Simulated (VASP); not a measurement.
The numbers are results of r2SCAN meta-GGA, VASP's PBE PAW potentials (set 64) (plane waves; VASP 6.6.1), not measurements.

The input files of a VASP run:

**POSCAR**
```
Li2Se
1
    0.0000000000     2.9281378581     2.9281378581
    2.9281378581     0.0000000000     2.9281378581
    2.9281378581     2.9281378581     0.0000000000
Li Se
2 1
Direct
  0.2500000000   0.2500000000   0.2500000000
  0.7500000000   0.7500000000   0.7500000000
  0.0000000000   0.0000000000   0.0000000000
```

INCAR:
```
ENCUT = 520   ! plane-wave cut-off (eV)
NELM = 100   ! most electronic steps
ISIF = 2   ! forces and stress, cell fixed
SYSTEM = Li2Se
LREAL = .FALSE.   ! projection in real space or not
ISMEAR = 0   ! Gaussian
EDIFF = 1E-7   ! SCF stop (eV)
METAGGA = R2SCAN
ALGO = Normal
LMIXTAU = .TRUE.
SIGMA = 0.05
PREC = Accurate
LCHARG = .FALSE.
LASPH = .TRUE.   ! aspherical one-centre terms
LWAVE = .FALSE.
LMAXMIX = 4
```

KPOINTS:
```
kpoints
0
gamma
  8 8 8
```

POTCAR, in this order: Li_sv Se (PBE.64 set). Program: vasp_std.

Task: Predict the energy per atom (σ→0), pressure, band gap (on the k-mesh).

Result: 
The energy per atom (σ→0) is -7.804 eV/atom and the band gap (on the k-mesh) is 3.40 eV. The pressure is 2.36 GPa.

File OSZICAR:
```
...
DAV:  21    -0.234108427957E+02   -0.28743E-04   -0.48657E-05   592   0.952E-02    0.143E-02
DAV:  22    -0.234108464494E+02   -0.36537E-05   -0.12618E-05   608   0.519E-02    0.943E-03
DAV:  23    -0.234108367404E+02    0.97090E-05   -0.76366E-06   594   0.397E-02    0.119E-02
DAV:  24    -0.234108459375E+02   -0.91971E-05   -0.38831E-06   598   0.316E-02    0.532E-03
DAV:  25    -0.234108487216E+02   -0.27841E-05   -0.25050E-06   590   0.244E-02    0.293E-03
DAV:  26    -0.234108501889E+02   -0.14673E-05   -0.46058E-07   620   0.997E-03    0.604E-04
DAV:  27    -0.234108502398E+02   -0.50955E-07   -0.39984E-08   378   0.331E-03
   1 F= -.23410850E+02 E0= -.23410850E+02  d E =-.200292E-23
```

The compound is Li2Se in the antifluorite structure. This cell is one point of a volume scan, at 0.94 of the reference volume.
